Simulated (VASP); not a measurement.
OSZICAR of a VASP run on SnO2 (space group P4_2/mnm):

File OSZICAR:
```
       N       E                     dE             d eps       ncg     rms          rms(c)
DAV:   1     0.588394981543E+03    0.58839E+03   -0.22684E+04  1617   0.225E+03
DAV:   2     0.417824019314E+02   -0.54661E+03   -0.52723E+03  1696   0.613E+02
DAV:   3    -0.396066893442E+02   -0.81389E+02   -0.80707E+02  1747   0.211E+02
DAV:   4    -0.432676210166E+02   -0.36609E+01   -0.36519E+01  1749   0.502E+01
DAV:   5    -0.433814045575E+02   -0.11378E+00   -0.11376E+00  1915   0.873E+00    0.158E+01
DAV:   6    -0.372100374342E+02    0.61714E+01   -0.23760E+01  2349   0.703E+01    0.587E+00
DAV:   7    -0.373193357176E+02   -0.10930E+00   -0.20267E+00  1621   0.831E+00    0.331E+00
DAV:   8    -0.373009607105E+02    0.18375E-01   -0.26070E-01  2058   0.532E+00    0.717E-01
DAV:   9    -0.372882831159E+02    0.12678E-01   -0.78317E-02  2371   0.401E+00    0.155E-01
DAV:  10    -0.372888640009E+02   -0.58089E-03   -0.49526E-03  1962   0.613E-01    0.513E-02
DAV:  11    -0.372889765663E+02   -0.11257E-03   -0.26110E-04  1962   0.131E-01    0.136E-02
DAV:  12    -0.372889789277E+02   -0.23614E-05   -0.18607E-05  2184   0.508E-02    0.105E-02
DAV:  13    -0.372889763712E+02    0.25565E-05   -0.11335E-05  1848   0.440E-02    0.231E-03
DAV:  14    -0.372889761411E+02    0.23010E-06   -0.11974E-06  1109   0.128E-02
   1 F= -.37288976E+02 E0= -.37288976E+02  d E =-.385254E-13
```

Which electronic solver shows in the log?

It is blocked Davidson (ALGO = Normal, or the opening steps of other solvers). The INCAR had ALGO = Normal.

Can the final energy be trusted as converged?

The calculation finished and met its thresholds. It stopped with EDIFF = 1E-6, NELM = 100 (PBE GGA, plane waves, VASP's PBE PAW potentials (set 64)).

The structure comes from a computed database's SnO2 entry; how it stands against other phases isn't given here. The cell was not relaxed at this level. The run is one of a series of settings (GGA = PE, KPOINTS 4×4×6 Γ-centred mesh, POTCAR Sn_d O (PBE.64 set) against the base run), some of them coarse on purpose.
